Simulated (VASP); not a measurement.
Energy against volume of SrO (rock salt). These are PBE GGA, VASP's PBE PAW potentials (set 64) (plane waves; VASP 6.6.1) values and carry that method's errors.

```csv
V (Å³/atom),E (eV/atom)
16.567,-6.00792
17.096,-6.02270
17.625,-6.02756
18.153,-6.02400
18.682,-6.01331
```

### Question
Fit a third-order Birch-Murnaghan equation of state.

### Answer

```yaml
volume_per_atom: 17.65 Å^3/atom
bulk_modulus: 842 kbar
pressure_derivative_of_the_bulk_modulus: 4.50
lattice_constant_a: 5.207 Å
```

Measured: bulk modulus 91.0 GPa at 300 K (computed value off by -7.5 %), a 5.160 Å at 300 K (computed value off by +0.9 %), as given by Juan A. Santana et al., The Journal of Chemical Physics (2016), arXiv:1608.06321. The calculation is for a static lattice, while the measured bulk modulus, a hold thermal and zero-point effects, which are part of the difference.

The compound is SrO in the rock salt structure. It was relaxed first.
